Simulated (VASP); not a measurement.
Data:

```xyz
2
Lattice="0.0000 2.6550 2.6550 2.6550 0.0000 2.6550 2.6550 2.6550 0.0000" Properties=species:S:1:pos:R:3 pbc="T T T"
K      0.0000     0.0000     0.0000
F      2.6550     2.6550     2.6550
```

All values below come from PBE0 hybrid, VASP's PBE PAW potentials (set 64) (plane waves; VASP). Numerical set-up: 520 eV cut-off, 6×6×6 Γ-centred mesh, Gaussian smearing of 0.050 eV, potentials K_sv F.

Q: Predict the energy per atom (σ→0), pressure, band gap (on the k-mesh) with the smallest direct gap where there is one.

A: 
The band gap (on the k-mesh) is 9.04 eV, the smallest direct gap (on the k-mesh) comes out as 9.04 eV and the energy per atom (σ→0) is -5.238 eV/atom. The pressure is 1.20 GPa.

The absolute energy has meaning only against runs of the same code, potentials and settings.

The compound is KF in the rock salt structure. This cell is one point of a volume scan, at 0.94 of the reference volume. The cell's shape comes from a PBE relaxation.
